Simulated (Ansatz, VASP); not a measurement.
## ZrGe: VASP beside Ansatz

Aim: how closely do two programs agree when they are given the same cell, functional and k mesh? The cell is generated by rule, not measured, and may not be a known phase. The cell is taken from a series of runs on this material, whose earlier steps may have relaxed, scaled, displaced or heated it; both programs get it as it stands.

Calculated with Ansatz 0.2.0; plane waves, with VASP 6.6.1 beside it; zone-centre phonons at PBEsol.

The structure was built from a prototype and need not be the compound's stable phase.

## Step 1: The structure

Symmetry: Fm-3m, No. 225, cubic system. The conventional cell has a = 5.412 Å, b = 5.412 Å, c = 5.412 Å, α = 90.00°, β = 90.00°, γ = 90.00°. Zr has 6 Ge at 2.71 Å nearest. Ge has 6 Zr at 2.71 Å nearest. Farther neighbours are not listed.

Coordinates:

```xyz
2
Lattice="0.0000 2.7060 2.7060 2.7060 0.0000 2.7060 2.7060 2.7060 0.0000" Properties=species:S:1:pos:R:3 pbc="T T T"
Zr    0.0000    0.0000    0.0000
Ge    2.7060    2.7060    2.7060
```

## Step 2: VASP: zone-centre phonons, PBEsol

Second derivatives magnify differences that forces hide, and they need a tight electronic threshold.

Lines of VASP's logs that name or quote its potential files are left out, and so is its time.

INCAR

```
SYSTEM = ZrGe
PREC = Accurate
ENCUT = 500
EDIFF = 1E-08
NELM = 120
ISMEAR = 1
SIGMA = 0.2
LREAL = .FALSE.
ALGO = Normal
GGA = PS
NBANDS = 19
LASPH = .TRUE.
LORBIT = 11
LWAVE = .FALSE.
LCHARG = .FALSE.
ISIF = 2
IBRION = 8
GGA_COMPAT = .FALSE.
KPAR = 2
```

POSCAR

```
ZrGe
1.0
    0.0000000000      2.7059586679      2.7059586679
    2.7059586679      0.0000000000      2.7059586679
    2.7059586679      2.7059586679      0.0000000000
Zr Ge
1 1
Direct
    0.0000000000      0.0000000000      0.0000000000
    0.5000000000      0.5000000000      0.5000000000
```

KPOINTS

```
Automatic mesh
0
Gamma
16 16 16
0 0 0
```

PAW data sets: Zr_sv and Ge_d (PBE family, release 64).

Command:

```bash
> mpirun -np 2 vasp_std
```

Numbers of over 12 decimals in the logs are rounded to 6 here.

Output:

```text
[banner, memory and clock lines left out]
running    2 mpi-ranks, on    1 nodes
 distrk:  each k-point on    1 cores,    2 groups
 distr:  one band on    1 cores,    1 groups

 POSCAR found type information on POSCAR ZrGe
 POSCAR found :  2 types and       2 ions
|                                                                             |
|               ----> ADVICE to this user running VASP <----                  |
|                                                                             |
|     You enforced a specific xc type in the INCAR file but a different       |
|     [... a line on the potential file left out ...]
|     I HOPE YOU KNOW WHAT YOU ARE DOING!                                     |
|                                                                             |

 LDA part: xc-table for (Slater+PW92), standard interpolation
 POSCAR, INCAR and KPOINTS ok, starting setup
 FFT: planning ... GRIDC
 FFT: planning ... GRID_SOFT
 FFT: planning ... GRID
 WAVECAR not read
 entering main loop
       N       E                     dE             d eps       ncg     rms          rms(c)
DAV:   1     0.229399524521E+03    0.22940E+03   -0.13613E+04  6304   0.307E+03
DAV:   2     0.837481093483E+01   -0.22102E+03   -0.21423E+03  5562   0.631E+02
DAV:   3    -0.155457712354E+02   -0.23921E+02   -0.23570E+02  6216   0.137E+02
DAV:   4    -0.167412292239E+02   -0.11955E+01   -0.11898E+01  8897   0.280E+01
DAV:   5    -0.167588366341E+02   -0.17607E-01   -0.17603E-01  6491   0.291E+00    0.143E+01
DAV:   6    -0.156893769002E+02    0.10695E+01   -0.24475E+00  9336   0.357E+01    0.496E+00
DAV:   7    -0.156377878147E+02    0.51589E-01   -0.32268E-01  7160   0.513E+00    0.162E+00
DAV:   8    -0.156348355884E+02    0.29522E-02   -0.27940E-02  7337   0.267E+00    0.322E-01
DAV:   9    -0.156343357933E+02    0.49980E-03   -0.42461E-03  7839   0.100E+00    0.905E-02
DAV:  10    -0.156342940680E+02    0.41725E-04   -0.41211E-04  6289   0.220E-01    0.161E-02
DAV:  11    -0.156342930732E+02    0.99479E-06   -0.27647E-05  7650   0.583E-02    0.105E-02
DAV:  12    -0.156342917311E+02    0.13421E-05   -0.20616E-06  8053   0.135E-02    0.335E-03
DAV:  13    -0.156342916950E+02    0.36142E-07   -0.15973E-07  8040   0.390E-03    0.119E-03
DAV:  14    -0.156342917167E+02   -0.21793E-07   -0.19571E-08  4951   0.123E-03    0.870E-05
DAV:  15    -0.156342917098E+02    0.69599E-08   -0.18439E-09  3226   0.403E-04
   1 F= -.15634292E+02 E0= -.15634539E+02  d E =0.741986E-03
 Linear response reoptimize wavefunctions to high precision
DAV:   1    -0.156342917107E+02   -0.96497E-09   -0.32643E-10  3295   0.207E-04
DAV:   2    -0.156342917108E+02   -0.34561E-10   -0.11437E-10  3106   0.955E-05
 Linear response DOF=           2
 Linear response progress:
  Degree of freedom:   1/  2
       N       E                     dE             d eps       ncg     rms          rms(c)
RMM:   1    -0.717778796827E+00   -0.71778E+00    0.31686E+00 18020   0.116E+01
RMM:   2    -0.666415026379E+00    0.51364E-01   -0.23723E-01 26616   0.231E+00    0.162E-01
RMM:   3    -0.667916648283E+00   -0.15016E-02   -0.28419E-02 29311   0.764E-01    0.653E-02
RMM:   4    -0.669507475116E+00   -0.15908E-02   -0.51412E-03 32800   0.293E-01    0.385E-02
RMM:   5    -0.670024961884E+00   -0.51749E-03   -0.10869E-03 32783   0.127E-01    0.235E-02
RMM:   6    -0.670071592499E+00   -0.46631E-04   -0.18768E-04 32920   0.583E-02    0.168E-03
RMM:   7    -0.670049240898E+00    0.22352E-04   -0.60805E-05 33277   0.290E-02    0.268E-03
RMM:   8    -0.670048806557E+00    0.43434E-06   -0.25508E-05 33952   0.164E-02    0.123E-03
RMM:   9    -0.670059241198E+00   -0.10435E-04   -0.14278E-05 33714   0.102E-02    0.562E-04
RMM:  10    -0.670060972672E+00   -0.17315E-05   -0.88272E-06 33662   0.651E-03    0.122E-04
RMM:  11    -0.670061340387E+00   -0.36771E-06   -0.70831E-06 34434   0.448E-03    0.192E-04
RMM:  12    -0.670063853892E+00   -0.25135E-05   -0.55819E-06 33580   0.329E-03    0.769E-05
RMM:  13    -0.670065947087E+00   -0.20932E-05   -0.45322E-06 33747   0.250E-03    0.443E-05
RMM:  14    -0.670065746795E+00    0.20029E-06   -0.35871E-06 33609   0.194E-03    0.400E-05
RMM:  15    -0.670065944595E+00   -0.19780E-06   -0.28737E-06 34290   0.155E-03    0.510E-05
RMM:  16    -0.670065041246E+00    0.90335E-06   -0.23901E-06 32626   0.128E-03    0.962E-05
RMM:  17    -0.670065733830E+00   -0.69258E-06   -0.19961E-06 32823   0.107E-03    0.970E-05
RMM:  18    -0.670065441658E+00    0.29217E-06   -0.16431E-06 32927   0.899E-04    0.119E-04
RMM:  19    -0.670065785631E+00   -0.34397E-06   -0.13508E-06 32832   0.770E-04    0.124E-04
RMM:  20    -0.670065763280E+00    0.22351E-07   -0.11469E-06 32911   0.664E-04    0.136E-04
RMM:  21    -0.670066325841E+00   -0.56256E-06   -0.93122E-07 31517   0.592E-04    0.132E-04
 first order change of Fermi-energy   0.36064E-03
 force on displaced ion       1 direction 1 :  -9.526   0.000   0.000
 Linear response progress:
  Degree of freedom:   2/  2
       N       E                     dE             d eps       ncg     rms          rms(c)
RMM:   1    -0.187202768964E+00   -0.18720E+00    0.10422E+01 16174   0.548E+01
RMM:   2    -0.194806257892E+00   -0.76035E-02   -0.97786E-03 23821   0.734E-01    0.726E-02
RMM:   3    -0.195072180520E+00   -0.26592E-03   -0.53091E-04 25451   0.184E-01    0.429E-02
RMM:   4    -0.195502863509E+00   -0.43068E-03   -0.11390E-04 27359   0.803E-02    0.635E-03
RMM:   5    -0.195477659956E+00    0.25204E-04   -0.21386E-05 29880   0.254E-02    0.349E-03
RMM:   6    -0.195488744429E+00   -0.11084E-04   -0.69165E-06 32024   0.120E-02    0.176E-03
RMM:   7    -0.195473761804E+00    0.14983E-04   -0.22125E-06 32068   0.628E-03    0.306E-04
RMM:   8    -0.195479012275E+00   -0.52505E-05   -0.12223E-06 32531   0.358E-03    0.263E-04
RMM:   9    -0.195478149692E+00    0.86258E-06   -0.10974E-06 33747   0.208E-03    0.152E-04
RMM:  10    -0.195478554833E+00   -0.40514E-06   -0.85874E-07 34104   0.126E-03    0.100E-04
RMM:  11    -0.195477447162E+00    0.11077E-05   -0.42571E-07 32678   0.818E-04    0.550E-05
RMM:  12    -0.195477396275E+00    0.50887E-07   -0.40999E-07 34283   0.508E-04    0.544E-05
RMM:  13    -0.195477364176E+00    0.32100E-07   -0.16675E-07 34272   0.329E-04    0.503E-05
RMM:  14    -0.195477314932E+00    0.49243E-07   -0.10534E-07 33798   0.228E-04    0.321E-05
RMM:  15    -0.195477076259E+00    0.23867E-06   -0.71004E-08 31752   0.184E-04    0.123E-05
RMM:  16    -0.195477067494E+00    0.87655E-08   -0.42592E-08 33892   0.122E-04    0.927E-06
 first order change of Fermi-energy   0.11960E-03
 force on displaced ion       2 direction 1 :  -9.458   0.000   0.000
 Linear response finished
```

Parts of OUTCAR (step 2):

```text
ion  position               nearest neighbor table
   1  0.000  0.000  0.000-   2 2.71   2 2.71   2 2.71   2 2.71   2 2.71   2 2.71
   2  0.500  0.500  0.500-   1 2.71   1 2.71   1 2.71   1 2.71   1 2.71   1 2.71

  LATTYP: Found a face centered cubic cell.
 ALAT       =     5.4119173358

 Subroutine GETGRP returns: Found 48 space group operations
 (whereof 48 operations were pure point group operations)

The static configuration has the point symmetry O_h .

 Found    145 irreducible k-points:

   k-points           NKPTS =    145   k-points in BZ     NKDIM =    145   number of bands    NBANDS=     19

   dimension x,y,z NGX =    28 NGY =   28 NGZ =   28
   dimension x,y,z NGXF=    56 NGYF=   56 NGZF=   56

   ENCUT  =  500.0 eV  36.75 Ry    6.06 a.u.   6.98  6.98  6.98*2*pi/ulx,y,z

   NELECT =      26.0000    total number of electrons

 k-points in reciprocal lattice and weights: Automatic mesh
   0.00000000  0.00000000  0.00000000       0.000
   0.06250000  0.00000000  0.00000000       0.002
   0.12500000  0.00000000  0.00000000       0.002
   0.18750000  0.00000000  0.00000000       0.002
   0.25000000  0.00000000  0.00000000       0.002
   0.31250000  0.00000000  0.00000000       0.002
   0.37500000  0.00000000  0.00000000       0.002
   0.43750000  0.00000000  0.00000000       0.002
   0.50000000  0.00000000  0.00000000       0.001
[...]
-0.31250000  0.50000000  0.18750000       0.003
  -0.25000000  0.50000000  0.25000000       0.001

 average (electrostatic) potential at core
       1 -75.3553       2 -69.8912

  Total        0.0298102      0.0298102      0.0298102      0.0000000     -0.0000000     -0.0000000
  in kB        1.2052636      1.2052636      1.2052636      0.0000000     -0.0000000     -0.0000000
  external PRESSURE =       1.2052636 kB  Pullay stress =       0.0000000 kB

  energy-cutoff  :      500.00
  volume of cell :       39.63
      direct lattice vectors                 reciprocal lattice vectors
     0.000000000  2.705958668  2.705958668    -0.184777397  0.184777397  0.184777397
     2.705958668  0.000000000  2.705958668     0.184777397 -0.184777397  0.184777397
     2.705958668  2.705958668  0.000000000     0.184777397  0.184777397 -0.184777397

 POSITION                                       TOTAL-FORCE (eV/Angst)
 -----------------------------------------------------------------------------------
      0.00000      0.00000      0.00000        -0.000000     -0.000000      0.000000
      2.70596      2.70596      2.70596         0.000000      0.000000     -0.000000
 -----------------------------------------------------------------------------------
    total drift:                                0.000000      0.000000      0.000000

 Eigenvectors and eigenvalues of the dynamical matrix
 ----------------------------------------------------

   1 f  =    7.573401 THz    47.585082 2PiTHz  252.621464 cm-1    31.321056 meV
             X         Y         Z           dx          dy          dz
      0.000000  0.000000  0.000000     0.667038   -0.000306   -0.002838
      2.705959  2.705959  2.705959    -0.745011    0.000342    0.003170

   2 f  =    7.573401 THz    47.585082 2PiTHz  252.621464 cm-1    31.321056 meV
             X         Y         Z           dx          dy          dz
      0.000000  0.000000  0.000000    -0.002696    0.150411   -0.649860
      2.705959  2.705959  2.705959     0.003011   -0.167993    0.725824

   3 f  =    7.573401 THz    47.585082 2PiTHz  252.621464 cm-1    31.321056 meV
             X         Y         Z           dx          dy          dz
      0.000000  0.000000  0.000000     0.000938    0.649865    0.150408
      2.705959  2.705959  2.705959    -0.001047   -0.725831   -0.167990

   4 f/i=    0.013381 THz     0.084077 2PiTHz    0.446350 cm-1     0.055340 meV
             X         Y         Z           dx          dy          dz
      0.000000  0.000000  0.000000    -0.007752   -0.062957   -0.742313
      2.705959  2.705959  2.705959    -0.006941   -0.056368   -0.664622

   5 f/i=    0.013381 THz     0.084077 2PiTHz    0.446350 cm-1     0.055340 meV
             X         Y         Z           dx          dy          dz
      0.000000  0.000000  0.000000    -0.169940   -0.722631    0.063062
      2.705959  2.705959  2.705959    -0.152154   -0.647000    0.056462

   6 f/i=    0.013381 THz     0.084077 2PiTHz    0.446350 cm-1     0.055340 meV
             X         Y         Z           dx          dy          dz
      0.000000  0.000000  0.000000     0.725336   -0.169980    0.006841
      2.705959  2.705959  2.705959     0.649422   -0.152189    0.006125

 ELASTIC MODULI CONTR FROM IONIC RELAXATION (kBar)
 Direction    XX          YY          ZZ          XY          YZ          ZX
 --------------------------------------------------------------------------------
 XX           0.0000      0.0000      0.0000      0.0000      0.0000      0.0000
 YY           0.0000      0.0000      0.0000      0.0000      0.0000      0.0000
 ZZ           0.0000      0.0000      0.0000      0.0000      0.0000      0.0000
 XY           0.0000      0.0000      0.0000      0.0000      0.0000      0.0000
 YZ           0.0000      0.0000      0.0000      0.0000      0.0000      0.0000
 ZX           0.0000      0.0000      0.0000      0.0000      0.0000      0.0000
 --------------------------------------------------------------------------------
```

(Part 1 of 2 ends here.)

[Lines on the potential files, build, host, timing and source positions are cut from VASP's logs without a mark.]

[Logs are printed without paths, hosts, clocks, repeated set-up lines and the standing remarks that a program may print on its own settings, such as how far it seeks lower states.]

[Hosts, paths, dates, database ids (printed as entryN), source tags and the programs' standing remarks are cut or masked in the printed files.]
